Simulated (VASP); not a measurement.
```xyz
2
Lattice="0.0000 2.4889 2.4889 2.4889 0.0000 2.4889 2.4889 2.4889 0.0000" Properties=species:S:1:pos:R:3 pbc="T T T"
Eu     0.0000     0.0000     0.0000
O      2.4889     2.4889     2.4889
```

Calculation: PBE GGA, VASP's PBE PAW potentials (set 64) (plane waves; VASP). Numerical set-up: 520 eV cut-off, Gaussian smearing of 0.050 eV, potentials Eu_2 O.

The 4f electrons are frozen in the core of the lanthanide potential, so 4f levels, which can set the real gap, and their magnetism are missing.

Q: Give the energies of bands 5 to 10 at the high-symmetry points, in eV from the valence-band maximum.

A: 
```tsv
band	Γ	X	U	L	W
5	-0.06	-0.11	-1.08	-2.58	-1.45
6	-0.06	0.00	-0.70	-1.54	-0.27
7	-0.06	0.00	-0.25	-1.54	-0.27
8	4.46	2.72	4.53	6.70	5.98
9	6.01	8.33	8.29	9.19	5.98
10	6.01	10.77	9.44	9.19	9.23
```

The gap is direct, 2.72 eV, from the valence maximum at X to the conduction minimum at X.

The compound is EuO in the rock salt structure. It was relaxed first, which changed the volume by -9 %.
